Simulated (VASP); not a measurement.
Data:

```yaml
crystal:
  lattice:
    - [0.00000, 2.75282, 2.75282]
    - [2.75282, 0.00000, 2.75282]
    - [2.75282, 2.75282, 0.00000]
  atoms:
    - { symbol: Al, position: [0.00000, 0.00000, 0.00000] }
    - { symbol: P, position: [0.25000, 0.25000, 0.25000] }
```

Computed with PBE GGA, VASP's PBE PAW potentials (set 64) (plane waves; VASP). Numerical set-up: 400 eV cut-off, Gaussian smearing of 0.050 eV, potentials Al P.

Give the energies of bands 2 to 7 at the high-symmetry points, in eV from the valence-band maximum.

| band | Γ | X | U | L | W |
|---|---|---|---|---|---|
| 2 | 0.00 | -5.22 | -4.95 | -5.42 | -4.86 |
| 3 | 0.00 | -2.05 | -3.32 | -0.75 | -3.08 |
| 4 | 0.00 | -2.05 | -1.69 | -0.75 | -2.73 |
| 5 | 3.09 | 1.63 | 2.46 | 2.72 | 4.32 |
| 6 | 4.53 | 2.48 | 5.07 | 4.81 | 5.82 |
| 7 | 4.53 | 10.86 | 8.37 | 4.81 | 6.13 |

The gap is indirect, 1.63 eV, from the valence maximum at Γ to the conduction minimum at X.

Measured: gap 2.54 eV (computed value off by -0.91 eV), as given by Wei Chen et al., Physical Review Materials (2018), doi:10.1103/physrevmaterials.2.073803 [zero-point renormalisation of 0.02 eV added back (the table's ZPR column)].

The compound is AlP in the zinc blende structure. It was relaxed first.
